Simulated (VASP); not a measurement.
```xyz
1
Lattice="-1.6892 1.6892 1.6892 1.6892 -1.6892 1.6892 1.6892 1.6892 -1.6892" Properties=species:S:1:pos:R:3 pbc="T T T"
Nb     0.0000     0.0000     0.0000
```

Method: vdW-DF2, VASP's PBE PAW potentials (set 64) (plane waves; VASP). Numerical set-up: 520 eV cut-off, 15×15×15 Γ-centred mesh, first-order Methfessel-Paxton smearing of 0.10 eV, potentials Nb_sv.

**Question.** Predict the energy per atom (σ→0), band gap (on the k-mesh) with the smallest direct gap where there is one.

**Answer.** 
```json
{
  "band gap (on the k-mesh)": "none (metal, semimetal or under 0.01 eV)",
  "energy per atom (σ→0)": "-6.338 eV/atom"
}
```

The absolute energy has meaning only against runs of the same code, potentials and settings.

The compound is Nb in the bcc structure. It was relaxed first, which changed the volume by +7 %.
